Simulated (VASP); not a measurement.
Given:

```
CELL_PARAMETERS angstrom
      0.00000     2.97000     2.97000
      2.97000     0.00000     2.97000
      2.97000     2.97000     0.00000
ATOMIC_POSITIONS crystal
  Pb 0.00000 0.00000 0.00000
  S  0.50000 0.50000 0.50000
```

All values below come from PBE GGA, VASP's PBE PAW potentials (set 64) (plane waves; VASP). Settings: PREC = Normal, 500 eV cut-off, 6×6×6 Γ-centred mesh, Gaussian smearing of 0.010 eV, potentials Pb_d_GW S_GW.

Unless said otherwise, spin-orbit coupling is left out, though it shifts the bands of the heavy elements here.

Predict the energy per atom (σ→0), pressure, band gap (on the k-mesh) with the smallest direct gap where there is one.

The band gap (on the k-mesh) is 0.38 eV, the smallest direct gap (on the k-mesh) is 0.38 eV and the energy per atom (σ→0) is -422.4 kJ/mol of atoms. The pressure is 18.4 kbar.

The compound is PbS in the rock salt structure. The cell was not relaxed at this level.
